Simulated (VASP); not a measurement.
Data:

```
CELL_PARAMETERS angstrom
      0.00000     2.80561     2.80561
      2.80561     0.00000     2.80561
      2.80561     2.80561     0.00000
ATOMIC_POSITIONS crystal
  Hf 0.00000 0.00000 0.00000
  S  0.25000 0.25000 0.25000
```

Computed with PBEsol GGA, VASP's PBE PAW potentials (set 64) (plane waves; VASP). Settings: 400 eV cut-off, 10×10×10 Γ-centred mesh, first-order Methfessel-Paxton smearing of 0.10 eV, potentials Hf_pv S.

Unless said otherwise, spin-orbit coupling is left out, though it shifts the bands of the heavy elements here.

What does the run give for the energy per atom (σ→0), band gap (on the k-mesh) with the smallest direct gap where there is one?

- band gap (on the k-mesh) = none (metal, semimetal or under 0.01 eV)
- energy per atom (σ→0) = -8.238 eV/atom

The structure was generated: HfS was put into the zinc blende type (F-43m), which need not be its known phase. It was relaxed first, which changed the volume by -35 %. The start is the result of an earlier pass.
